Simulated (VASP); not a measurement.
Runs of VASP 6.6.1 on SnO2 (Cassiterite). It takes space group P4_2/mnm (No. 136, tetragonal). The conventional cell has a = 4.827 Å, b = 4.827 Å, c = 3.238 Å, α = 90.00°, β = 90.00°, γ = 90.00°. Sn (site symmetry mmm) has 6 O at 2.09 Å as nearest neighbours. Around O (site symmetry m2m) lie 3 Sn at 2.09 Å. 

```csv
task,cell,k mesh,cutoff (eV),smearing,gap on the mesh (eV),pressure (GPa),largest force (eV/Å)
single point,"P4_2/mnm, 12.58 Å³/atom",6 × 6 × 8,520,gaussian 0.02 eV,0.67,0.6,(b)
single point,"P4_2/mnm, 11.92 Å³/atom",4 × 4 × 6,520,gaussian 0.1 eV,1.27,11.8,0.29
relaxation of cell and atoms,relaxed,6 × 6 × 8,600,gaussian 0.02 eV,(a),0.0,-
electric field gradients,"P4_2/mnm, 12.58 Å³/atom",6 × 6 × 8,520,gaussian 0.01 eV,0.67,0.6,0.02
```

Alike in all rows: level PBE; potentials or basis VASP PAW PBE potentials, release 64 (Sn_d, O); no spin polarisation.

**Question.** Estimate the missing entries.

**Answer.** (a) 0.64; (b) 0.01.

Caveats: spin-orbit coupling is left out, which moves the levels of the heavy elements.

A k mesh can miss the band edges, and the runs leave out spin-orbit coupling on Sn.
